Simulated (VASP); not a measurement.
Method: RPA correlation on PBE orbitals, VASP's PBE PAW potentials (set 64) (plane waves; VASP).

Input for VASP

### KPOINTS
```
kpoints
0
G
4 4 4
0 0 0
```

File POSCAR:
```
BAs
1.0
  0.0000000000   2.3900000000   2.3900000000
  2.3900000000   0.0000000000   2.3900000000
  2.3900000000   2.3900000000   0.0000000000
B As
1 1
direct
  0.0000000000   0.0000000000   0.0000000000
  0.2500000000   0.2500000000   0.2500000000
```

### INCAR
```
ALGO  =  ACFDT
ENCUT  =  500
ENCUTGW  =  300
GGA  =  PE
ISMEAR  =  0
LASPH  =  .TRUE.
LCHARG  =  .FALSE.
LREAL  =  .FALSE.
LWAVE  =  .FALSE.
NBANDS  =  701
NOMEGA  =  12
PREC  =  Normal
SIGMA  =  0.01
SYSTEM  =  BAs
```

POTCAR, in this order: B_GW As_GW (PBE.64 set). Program: vasp_std. Read from the step before: WAVECAR, WAVEDER.

What VASP printed:

**OSZICAR**
```
energies w=
    0.000    0.343    0.000    1.120    0.000    2.204    0.000    3.922
    0.000    6.839    0.000   11.986    0.000   21.331    0.000   38.748
    0.000   72.184    0.000  139.037    0.000  284.304    0.000  703.296
NQ=   1    0.0000    0.0000    0.0000,
 performed       2128000 updates of chi_q(r,r)
NQ=   2    0.2500    0.0000    0.0000,
 performed       4256000 updates of chi_q(r,r)
NQ=   3    0.5000    0.0000    0.0000,
 performed       6384000 updates of chi_q(r,r)
NQ=   4    0.2500    0.2500    0.0000,
 performed       8512000 updates of chi_q(r,r)
NQ=   5    0.5000    0.2500    0.0000,
 performed      10640000 updates of chi_q(r,r)
NQ=   6   -0.2500    0.2500    0.0000,
 performed      12768000 updates of chi_q(r,r)
NQ=   7    0.5000    0.5000    0.0000,
 performed      14896000 updates of chi_q(r,r)
NQ=   8   -0.2500    0.5000    0.2500,
 performed      17024000 updates of chi_q(r,r)
```

OUTCAR:
```


      cutoff energy     smooth cutoff   RPA   correlation   Hartree contr. to MP2
---------------------------------------------------------------------------------
            300.000           240.000      -12.1203443196      -20.0067648071
            285.714           228.571      -12.0949441616      -19.9806098805
            272.109           217.687      -12.0679535379      -19.9527871964
            259.151           207.321      -12.0390439623      -19.9229381081
            246.811           197.449      -12.0080332710      -19.8908579432
            235.058           188.046      -11.9752931805      -19.8569226927
            223.865           179.092      -11.9399271032      -19.8201943175
            213.204           170.564      -11.9023584409      -19.7811106148
  linear regression
  converged value                          -12.4452716326      -20.3433034617
```
(Selected blocks of OUTCAR.)

The mesh is coarse, so the correlation energy is not converged in k-points.

The compound is BAs in the zinc blende structure. The cell was not relaxed at this level. The k-mesh is coarse (spacing up to 0.57 per Å, 2π included), so the numbers may not be converged in it.
